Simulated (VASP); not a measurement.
Wanted: the native input for a VASP 6.6.1 run.

| Property | Result |
| --- | --- |
| Task | single point |
| Functional | PBEsol |
| Potentials or basis | VASP PAW PBE potentials, release 64 (K_sv, Ni) |
| Cutoff | 520 eV |
| k mesh | 4 × 4 × 6 |
| Occupations | fermi-dirac, width 0.05 eV |
| Spin | collinear spin, antiferromagnetic start |
| Starting moments | [0.0, 0.0, 1.0, -1.0] μB |
| Hubbard terms | Ni d U = 5 eV |
| Supercell matrix | [1, 1, 0, -1, 1, 0, 0, 0, 1] |
| Further INCAR settings | ALGO = Normal; EDIFF = 1e-06; NBANDS = 31 |

The structure of KNi lies in POSCAR:

```
KNi
1.0
    3.6604778900      3.6604778900      0.0000000000
   -3.6604778900      3.6604778900      0.0000000000
    0.0000000000      0.0000000000      3.4788877700
K Ni
2 2
Direct
    0.0000000000      0.0000000000      0.0000000000
    0.5000000000      0.5000000000      0.0000000000
    0.5000000000      0.0000000000      0.5000000000
    0.0000000000      0.5000000000      0.5000000000
```

The cell was built by a generator and needn't be a form met in nature.

The input as run:

INCAR

```
ALGO = Normal ; EDIFF = 1E-6
ENCUT = 520 ; GGA = PS
ISIF = 2 ; ISMEAR = -1
ISPIN = 2 ; LASPH = True
LCHARG = False ; LDAU = True
LDAUJ = 0 0 ; LDAUL = -1 2
LDAUPRINT = 1 ; LDAUTYPE = 2
LDAUU = 0 5 ; LMAXMIX = 4
LORBIT = 11 ; LREAL = False
LWAVE = False ; MAGMOM = 0 0 1 -1
NBANDS = 31 ; NELM = 150
PREC = Accurate ; SIGMA = 0.05
```

KPOINTS

```
k-points
0
Gamma
  4 4 6
```

Potentials or basis: VASP PAW PBE potentials, release 64 (K_sv, Ni).

Launch:

```bash
$ cat potpaw_PBE.64/K_sv/POTCAR potpaw_PBE.64/Ni/POTCAR > POTCAR
$ mpirun -np 1 vasp_std > vasp.out
```

It gave:

```json
{
  "Pressure": "5.7 GPa",
  "Band gap on the k mesh": "none (metal or under the smearing width)",
  "Net moment": "0.00 μB per cell",
  "Site moments": "K +0.00; Ni +0.99, -0.99 μB",
  "Valence electrons inside the program's atomic spheres": "K 7.61; Ni 9.11"
}
```

Caveat: the PAW data sets were made with another functional, which shifts forces and pressure a little; the U is typed as a test and isn't derived for this compound.

Run time: 2.7 min on 1 thread of Intel(R) Xeon(R) Platinum 8259CL CPU @ 2.50GHz (Skylake/Cascade Lake), with other jobs on the host, peak memory 0.29 GiB.
